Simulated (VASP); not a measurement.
Given:

```
CELL_PARAMETERS angstrom
      1.99749    -3.45975     0.00000
      1.99749     3.45975     0.00000
      0.00000     0.00000     4.87577
ATOMIC_POSITIONS crystal
  Al 0.00000 0.00000 0.00000
  Al 0.33333 0.66667 0.64773
  Al 0.66667 0.33333 0.35227
  Ni 0.33333 0.66667 0.14596
  Ni 0.66667 0.33333 0.85404
```

These are PBEsol GGA, VASP's PBE PAW potentials (set 64) (plane waves; VASP) values and carry that method's errors. Settings: 400 eV cut-off, 10×10×7 Γ-centred mesh, tetrahedra with Blöchl corrections, potentials Al Ni.

The cores are frozen, which limits the accuracy of field gradients.

Question: Give the principal components of the electric field gradient (V/Å²) and the asymmetry η at each nucleus.

Answer: 
| atom | Vxx | Vyy | Vzz | η |
|---|---|---|---|---|
| Al1 | -23.2 | -23.2 | 46.3 | 0.00 |
| Al2 | 13.2 | 13.2 | -26.5 | 0.00 |
| Al3 | 13.2 | 13.2 | -26.5 | 0.00 |
| Ni4 | 1.8 | 1.8 | -3.5 | 0.00 |
| Ni5 | 1.8 | 1.8 | -3.5 | 0.00 |

The compound is Al3Ni2 in the sg164 structure. It was relaxed first. The run is not spin-polarised, so no magnetic state was tried.
